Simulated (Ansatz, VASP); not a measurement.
**Cross-check of H4C5 (C wire along [100], 25 atoms a period, H-terminated) between VASP and Ansatz**

Wanted: the spread between two codes on one cell, functional and k mesh. The structure shown is the start of the Ansatz relaxation below; VASP solves that cell, so the two are compared at the walk's first step.

Program: Ansatz 0.2.0. Level of theory: plane waves, with VASP 6.6.1 beside it; single point at PBE. Results are calculated unless marked as measured.

## Step 1: Starting point

The cell holds 45 atoms: 25 C and 20 H. Cell: a = 15.233 Å, b = 15.233 Å, c = 3.570 Å, α = 90.0°, β = 90.0°, γ = 90.0°. Vacuum lies along a and b. The structure's axis is c.

## Step 2: Ansatz: relaxation, PBE

Ansatz runs on its PAW soft_1 files.

The two programs are compared at the cell with which this relaxation starts, whose forces are those of its first step.

Contents of input.yaml:

```yaml
crystal:
  lattice:
    - [15.233, 0.0, 0.0]
    - [0.0, 15.233, 0.0]
    - [0.0, 0.0, 3.57]
  atoms:
    - { symbol: C, position: [0.324238975, 0.558598589, 0.0] }
    - { symbol: C, position: [0.441418782, 0.441418782, 0.0] }
    - { symbol: C, position: [0.441418782, 0.675778396, 0.0] }
    - { symbol: C, position: [0.558598589, 0.324238975, 0.0] }
    - { symbol: C, position: [0.558598589, 0.558598589, 0.0] }
    - { symbol: C, position: [0.675778396, 0.441418782, 0.0] }
    - { symbol: H, position: [0.223199632, 0.457559246, 0.068870504] }
    - { symbol: H, position: [0.340379439, 0.340379439, 0.068870504] }
    - { symbol: H, position: [0.457559246, 0.223199632, 0.068870504] }
    - { symbol: H, position: [0.542458124, 0.776817738, 0.068870504] }
    - { symbol: H, position: [0.659637931, 0.659637931, 0.068870504] }
    - { symbol: H, position: [0.776817738, 0.542458124, 0.068870504] }
    - { symbol: C, position: [0.265649071, 0.500008685, 0.25] }
    - { symbol: C, position: [0.382828878, 0.382828878, 0.25] }
    - { symbol: C, position: [0.382828878, 0.617188492, 0.25] }
    - { symbol: C, position: [0.500008685, 0.265649071, 0.25] }
    - { symbol: C, position: [0.500008685, 0.500008685, 0.25] }
    - { symbol: C, position: [0.500008685, 0.734368299, 0.25] }
    - { symbol: C, position: [0.617188492, 0.382828878, 0.25] }
    - { symbol: C, position: [0.617188492, 0.617188492, 0.25] }
    - { symbol: C, position: [0.734368299, 0.500008685, 0.25] }
    - { symbol: H, position: [0.223199632, 0.542458124, 0.431129496] }
    - { symbol: H, position: [0.340379439, 0.659637931, 0.431129496] }
    - { symbol: H, position: [0.457559246, 0.776817738, 0.431129496] }
    - { symbol: H, position: [0.542458124, 0.223199632, 0.431129496] }
    - { symbol: H, position: [0.659637931, 0.340379439, 0.431129496] }
    - { symbol: H, position: [0.776817738, 0.457559246, 0.431129496] }
    - { symbol: C, position: [0.324238975, 0.441418782, 0.5] }
    - { symbol: C, position: [0.441418782, 0.324238975, 0.5] }
    - { symbol: C, position: [0.441418782, 0.558598589, 0.5] }
    - { symbol: C, position: [0.558598589, 0.441418782, 0.5] }
    - { symbol: C, position: [0.558598589, 0.675778396, 0.5] }
    - { symbol: C, position: [0.675778396, 0.558598589, 0.5] }
    - { symbol: H, position: [0.281789536, 0.398969343, 0.681129496] }
    - { symbol: H, position: [0.398969343, 0.281789536, 0.681129496] }
    - { symbol: H, position: [0.601048028, 0.718227835, 0.681129496] }
    - { symbol: H, position: [0.718227835, 0.601048028, 0.681129496] }
    - { symbol: C, position: [0.382828878, 0.500008685, 0.75] }
    - { symbol: C, position: [0.500008685, 0.382828878, 0.75] }
    - { symbol: C, position: [0.500008685, 0.617188492, 0.75] }
    - { symbol: C, position: [0.617188492, 0.500008685, 0.75] }
    - { symbol: H, position: [0.281789536, 0.601048028, 0.818870504] }
    - { symbol: H, position: [0.398969343, 0.718227835, 0.818870504] }
    - { symbol: H, position: [0.601048028, 0.281789536, 0.818870504] }
    - { symbol: H, position: [0.718227835, 0.398969343, 0.818870504] }
kpoints:
  mp_grid: { grid: [1, 1, 23] }
scf:
  occupations: { method: fermi_dirac, width: 0.05 }
hamiltonian:
  xc: pbe
  pseudopotentials: { kind: paw, azcp: { folder: soft_1 } }
relax:
  cell: { fix: [a, b, alpha, beta, gamma] }
  max_steps: 45
  f_tol: 0.03
```

The run is started by

```sh
> ansatz run input.yaml --threads 4 --pin off --max-ram 16384MiB --backend cpu --events-out ev --progress --plain --runs-dir out
```

Numbers of over 12 decimals in the logs are rounded to 6 here.

The program printed:

```text
Engine: ansatz 0.2.0, aarch64-unknown-linux-gnu
Pseudopotentials: kind: paw
Pseudopotential: C, paw, valence charge 4, recommended cutoff 420 eV (normal), soft_1/C.paw.azcp
Pseudopotential: H, paw, valence charge 1, recommended cutoff 420 eV (normal), soft_1/H.paw.azcp
Functional definition: PBE
  parameter kappa = 0.804
  parameter beta = 0.066725
  exchange = pbe_x(kappa = kappa, mu = beta*pi^2/3)
  correlation = pbe_c(beta = beta)
Crystal: 45 atoms, lattice volume = 828.398 Å³
Basis set: ecut = 420 eV, 16043 PW (Γ), exchange–correlation on 216×216×48 points (8 copies of the dense FFT grid, shifted against one another)
Bands: 105, of which v1, the nominal top of the filled ones, is band 60 counted from 1 (59 counted from 0)
Symmetry: 8 space group operations
Space group: P-42m (ITA 111), of the structure as read, at distance tolerance 9.4e-5 Å
k-points: 12 of 23
Non-local potential: C, projectors of the file, l = 0: 2, l = 1: 2, l = 2: 1
Non-local potential: H, projectors of the file, l = 0: 2, l = 1: 1
PAW form: soft (Blöchl's): semilocal exchange-correlation on the pseudo side does not see the compensation charge
PAW one-centre angular grid: C, 110 points (default); XC on 64 Gauss nodes
PAW one-centre angular grid: H, 110 points (default); XC on 64 Gauss nodes
Initial density: superposition of atomic densities (neutral atoms: chi_scale 0, normalization atom)
Initial wavefunctions: pseudopotential atomic-orbital guess
Functional: x = pbe(κ = 0.804, μ = 0.219515), c = pbe(β = 0.066725)
SCF iter   1: F=—  HF=-6610.549912 eV  |F-HF|=—  |Δ(HF+E_count)|=         —  Δρ=7.66e-2  dr2=5.33e1  ethr=3.10e-3  ⟨swp⟩=7.5  Hψ=6808  notcnv=0  defer=220
preconditioner: auto → Resta (q_TF=auto, 1.977 Å⁻¹)  ε∞=1.7  [insulator: Δε(μ)=6.636 eV  Ē_g=17.022 eV  σ=0.050 eV  W_gap=1.00  n_scr=94 (ndim 8)  ℏωp=14.1 eV  f_vac=0.606  D(μ)=0.00/eV (n_scr^D=0)  ε∞_Penn≈1.7  vacuum switching on, ρ_ref=2.1e-2 e/Å³]
SCF iter   2: F=—  HF=-6594.116591 eV  |F-HF|=—  |Δ(HF+E_count)|=    1.64e1  Δρ=3.50e-2  dr2=6.63e0  ethr=3.10e-3  ⟨swp⟩=4.5  Hψ=2866  notcnv=0  defer=476
SCF iter   3: F=—  HF=-6592.348962 eV  |F-HF|=—  |Δ(HF+E_count)|=    1.77e0  Δρ=9.23e-3  dr2=7.72e-1  ethr=3.10e-3  ⟨swp⟩=3.0  Hψ=1364  notcnv=0  defer=476
SCF iter   4: F=—  HF=-6592.223968 eV  |F-HF|=—  |Δ(HF+E_count)|=   1.25e-1  Δρ=2.44e-3  dr2=1.04e-1  ethr=6.43e-4  ⟨swp⟩=3.6  Hψ=2267  notcnv=0  defer=472
SCF iter   5: F=—  HF=-6592.207999 eV  |F-HF|=—  |Δ(HF+E_count)|=   1.60e-2  Δρ=8.66e-4  dr2=3.44e-3  ethr=8.65e-5  ⟨swp⟩=2.0  Hψ=1330  notcnv=0  defer=472
SCF iter   6: F=—  HF=-6592.210582 eV  |F-HF|=—  |Δ(HF+E_count)|=   2.58e-3  Δρ=2.21e-4  dr2=1.72e-4  ethr=2.87e-6  ⟨swp⟩=2.0  Hψ=1500  notcnv=0  defer=472
SCF iter   7: F=—  HF=-6592.210880 eV  |F-HF|=—  |Δ(HF+E_count)|=   2.99e-4  Δρ=5.45e-5  dr2=2.36e-5  ethr=1.43e-7  ⟨swp⟩=2.0  Hψ=1508  notcnv=0  defer=472
SCF iter   8: F=—  HF=-6592.211464 eV  |F-HF|=—  |Δ(HF+E_count)|=   5.83e-4  Δρ=1.17e-5  dr2=6.33e-7  ethr=1.97e-8  ⟨swp⟩=2.0  Hψ=1917  notcnv=0  defer=472
SCF iter   9: F=-6592.211464 eV  HF=-6592.211464 eV  |F-HF|=3.00e-11  |Δ(HF+E_count)|=   6.41e-7  Δρ=2.25e-6  dr2=3.65e-8  ethr=8.33e-11  ⟨swp⟩=5.0  Hψ=3971  notcnv=0
SCF 1 converged in 9 iterations: F = -6592.211464 eV  dr2 = 3.65e-8
  greatest PAW one-centre occupation: 0.649 electrons in one spin orbital (limit 2), on the C atom at site 20 (counted from 0), in its partial waves of l = 0
relax step   1: F+E_penalty+E_count = -6592.21146418 eV  Δ(F+E_penalty+E_count) = +0.000e0 eV  max|allowed force component| = 7.015e-1 eV/Å  Δτ_max = 0.0000 Å  P = -0.187 GPa  Ω = 828.398 Å³  fix = [a, b, alpha, beta, gamma]  reactions: a -0.846, b -0.846 GPa  (9 SCF iters, dr2 threshold 1.00e-7 eV, accepted)
Crystal: 45 atoms, lattice volume = 859.259 Å³
Basis set: ecut = 420 eV, 16837 PW (Γ), exchange–correlation on 216×216×48 points (8 copies of the dense FFT grid, shifted against one another)
Initial density: handed on by an earlier stage of this run
Initial wavefunctions: those handed on with the density
iter 1 solved again at ethr=4.42e-4 eV; its pass at ethr=3.10e-3 eV (dr2=5.30e-1 eV) is discarded
SCF iter   1: F=—  HF=-6592.799892 eV  |F-HF|=—  |Δ(HF+E_count)|=         —  Δρ=1.17e-2  dr2=5.53e-1  ethr=4.42e-4  ⟨swp⟩=6.3  Hψ=6882  notcnv=0  defer=4
preconditioner: auto → Resta (q_TF=auto, 1.965 Å⁻¹)  ε∞=1.9  [insulator: Δε(μ)=3.145 eV  Ē_g=14.712 eV  σ=0.050 eV  W_gap=1.00  n_scr=110 (ndim 8)  ℏωp=13.9 eV  f_vac=0.660  D(μ)=0.00/eV (n_scr^D=0)  ε∞_Penn≈1.9  vacuum switching on, ρ_ref=1.6e-2 e/Å³]
SCF iter   2: F=—  HF=-6592.743111 eV  |F-HF|=—  |Δ(HF+E_count)|=   5.68e-2  Δρ=5.35e-3  dr2=8.96e-2  ethr=4.42e-4  ⟨swp⟩=2.6  Hψ=2109  notcnv=0  defer=152
SCF iter   3: F=—  HF=-6592.756631 eV  |F-HF|=—  |Δ(HF+E_count)|=   1.35e-2  Δρ=1.47e-3  dr2=8.53e-3  ethr=7.46e-5  ⟨swp⟩=2.7  Hψ=2001  notcnv=0  defer=234
[...]
SCF iter   4: F=—  HF=-6592.906633 eV  |F-HF|=—  |Δ(HF+E_count)|=   6.44e-5  Δρ=1.83e-6  dr2=1.94e-9  ethr=4.79e-12  ⟨swp⟩=3.2  Hψ=2008  notcnv=0
SCF iter   5: F=-6592.906652 eV  HF=-6592.906650 eV  |F-HF|=2.34e-6  |Δ(HF+E_count)|=   1.73e-5  Δρ=4.02e-7  dr2=1.65e-10  ethr=1.00e-12  ⟨swp⟩=3.0  Hψ=4778  notcnv=0
[...]
SCF converged after 5 iterations
Free energy (F): -6592.906652 eV
Harris-Foulkes:  -6592.906650 eV  (|F-HF|=2.34e-6)
Internal energy: -6592.906652 eV  (E = F + TS)
E sigma→0 (E₀):  -6592.906652 eV
Fermi energy:    0.369528 eV
--- Per-component energies (eV) ---
  E_band       = -1027.084574
  E_kinetic    = 2511.902431
  E_local      = -46202.067518  (includes V_loc(G=0)·N_el)
  E_nonlocal   = 586.289921
  E_hartree    = 21992.250599
  E_xc         = -1368.251445
  E_vxc        = -1698.220583  (∫ρ·V_xc dr)
  E_paw        = -2512.682405  (= ΣΔE_a)
  E_vpaw       = -209.466954  (= ΣTr[D̂ρ^β])
  E_aug_tail   = -0.021761  (compensation charges beyond the density's cutoff)
  E_ewald      = 18399.673524
  E_smearing   = -0.000000  (= −TS)
  E_closure    = -0.000000  (closes the sum)
  Σ components = -6592.906652   (vs F -6592.906652, Δ=0.00e0)
--- Forces (eV/Å), atoms counted from 1 ---
  atom   1  C     -0.00007144    -0.00060278    -0.00004716
  atom   2  C      0.00145804     0.00145804     0.00299949
  atom   3  C      0.00060278     0.00007144    -0.00004716
  atom   4  C     -0.00060278    -0.00007144    -0.00004716
  atom   5  C     -0.00145804    -0.00145804     0.00299949
  atom   6  C      0.00007144     0.00060278    -0.00004716
  atom   7  H      0.00033318     0.00082104    -0.00025468
  atom   8  H     -0.00022054    -0.00022054     0.00048672
  atom   9  H      0.00082104     0.00033318    -0.00025468
  atom  10  H     -0.00082104    -0.00033318    -0.00025468
  atom  11  H      0.00022054     0.00022054     0.00048672
  atom  12  H     -0.00033318    -0.00082104    -0.00025468
  atom  13  C     -0.00038341     0.00000000    -0.00000000
  atom  14  C     -0.00110013    -0.00110013    -0.00051272
  atom  15  C     -0.00110013     0.00110013     0.00051272
  atom  16  C      0.00000000    -0.00038341     0.00000000
  atom  17  C      0.00000000     0.00000000     0.00000000
  atom  18  C      0.00000000     0.00038341    -0.00000000
  atom  19  C      0.00110013    -0.00110013     0.00051272
  atom  20  C      0.00110013     0.00110013    -0.00051272
  atom  21  C      0.00038341     0.00000000     0.00000000
  atom  22  H      0.00033318    -0.00082104     0.00025468
  atom  23  H     -0.00022054     0.00022054    -0.00048672
  atom  24  H      0.00082104    -0.00033318     0.00025468
[...]
atom  38  C      0.00047298     0.00000000     0.00000000
  atom  39  C     -0.00000000     0.00047298     0.00000000
  atom  40  C     -0.00000000    -0.00047298     0.00000000
  atom  41  C     -0.00047298     0.00000000     0.00000000
  atom  42  H      0.00016777    -0.00014231     0.00050742
  atom  43  H      0.00014231    -0.00016777     0.00050742
  atom  44  H     -0.00014231     0.00016777     0.00050742
  atom  45  H     -0.00016777     0.00014231     0.00050742
  max |Σ_I F_I| component: 7.59e-19 eV/Å
--- Stress (GPa, compression-positive) ---
       -0.002541       0.000000       0.000000
        0.000000      -0.002541       0.000000
        0.000000       0.000000       0.002748
  P = ⅓ Tr σ = -0.0008 GPa (-0.008 kbar)
--- Relaxed structure (6 steps of the walk, 6 accepted, 2 SCFs on fresh bases) ---
  F+E_penalty+E_count = -6592.90665241 eV   max|allowed force component| = 2.999e-3 eV/Å   (the final SCF, on the basis selected at the relaxed cell)
  cell:  # Å, volume = 851.7394 Å³
    - [15.233, 0.0, 0.0]
    - [0.0, 15.233, 0]
    - [0.0, 0, 3.670590]
  atoms:
    - { symbol: C, position: [0.324884, 0.557348, 0.00642012] }
    - { symbol: C, position: [0.441034, 0.441034, -0.00182092] }
    - { symbol: C, position: [0.442669, 0.675133, 0.00642012] }
    - { symbol: C, position: [0.557348, 0.324884, 0.00642012] }
    - { symbol: C, position: [0.558984, 0.558984, -0.00182092] }
    - { symbol: C, position: [0.675133, 0.442669, 0.00642012] }
    - { symbol: H, position: [0.223134, 0.458259, 0.085770] }
    - { symbol: H, position: [0.340996, 0.340996, 0.096793] }
    - { symbol: H, position: [0.458259, 0.223134, 0.085770] }
    - { symbol: H, position: [0.541758, 0.776883, 0.085770] }
    - { symbol: H, position: [0.659022, 0.659022, 0.096793] }
    - { symbol: H, position: [0.776883, 0.541758, 0.085770] }
    - { symbol: C, position: [0.266804, 0.500009, 0.25] }
    - { symbol: C, position: [0.384170, 0.384170, 0.257195] }
    - { symbol: C, position: [0.384170, 0.615848, 0.242805] }
    - { symbol: C, position: [0.500009, 0.266804, 0.25] }
    - { symbol: C, position: [0.500009, 0.500009, 0.25] }
    - { symbol: C, position: [0.500009, 0.733213, 0.25] }
    - { symbol: C, position: [0.615848, 0.384170, 0.242805] }
    - { symbol: C, position: [0.615848, 0.615848, 0.257195] }
    - { symbol: C, position: [0.733213, 0.500009, 0.25] }
    - { symbol: H, position: [0.223134, 0.541758, 0.414230] }
    - { symbol: H, position: [0.340996, 0.659022, 0.403207] }
    - { symbol: H, position: [0.458259, 0.776883, 0.414230] }
    - { symbol: H, position: [0.541758, 0.223134, 0.414230] }
    - { symbol: H, position: [0.659022, 0.340996, 0.403207] }
    - { symbol: H, position: [0.776883, 0.458259, 0.414230] }
    - { symbol: C, position: [0.324884, 0.442669, 0.493580] }
    - { symbol: C, position: [0.442669, 0.324884, 0.493580] }
    - { symbol: C, position: [0.441034, 0.558984, 0.501821] }
    - { symbol: C, position: [0.558984, 0.441034, 0.501821] }
    - { symbol: C, position: [0.557348, 0.675133, 0.493580] }
    - { symbol: C, position: [0.675133, 0.557348, 0.493580] }
    - { symbol: H, position: [0.282453, 0.399108, 0.654862] }
    - { symbol: H, position: [0.399108, 0.282453, 0.654862] }
    - { symbol: H, position: [0.600909, 0.717564, 0.654862] }
    - { symbol: H, position: [0.717564, 0.600909, 0.654862] }
    - { symbol: C, position: [0.381899, 0.500009, 0.750000] }
    - { symbol: C, position: [0.500009, 0.381899, 0.750000] }
    - { symbol: C, position: [0.500009, 0.618119, 0.750000] }
    - { symbol: C, position: [0.618119, 0.500009, 0.750000] }
    - { symbol: H, position: [0.282453, 0.600909, 0.845138] }
    - { symbol: H, position: [0.399108, 0.717564, 0.845138] }
    - { symbol: H, position: [0.600909, 0.282453, 0.845138] }
    - { symbol: H, position: [0.717564, 0.399108, 0.845138] }
```

[end of part 1 of 2]

[Lines on the potential files, build, host, timing and source positions are cut from VASP's logs without a mark.]

[Logs are printed without paths, hosts, clocks, repeated set-up lines and the standing remarks that a program may print on its own settings, such as how far it seeks lower states.]

[Hosts, paths, dates, database ids (printed as entryN), source tags and the programs' standing remarks are cut or masked in the printed files.]
